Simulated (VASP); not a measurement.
Energy against volume of MgSe (rock salt). Method: PBEsol GGA, VASP's PBE PAW potentials (set 64) (plane waves; VASP). Run with 520 eV cut-off, 8×8×8 Γ-centred mesh, Gaussian smearing of 0.050 eV, potentials Mg Se.

```json
[
 {"V (Å³/atom)": "19.003", "E (eV/atom)": "-4.03646"},
 {"V (Å³/atom)": "19.609", "E (eV/atom)": "-4.04907"},
 {"V (Å³/atom)": "20.216", "E (eV/atom)": "-4.05300"},
 {"V (Å³/atom)": "20.822", "E (eV/atom)": "-4.04948"}
]
```

### Question
Fit these four points and predict the energy of the run at 21.429 Å³/atom.

### Answer
A cubic in V^(−2/3), the third-order Birch-Murnaghan form, passes through the four points with V0 = 20.22 Å³/atom and B0 = 65 GPa, and gives -4.0396 eV/atom there. The run gave -4.0396 eV/atom, -0.0 meV/atom from the fit; all five points give B0 = 65 GPa.

The compound is MgSe in the rock salt structure. It was relaxed first.
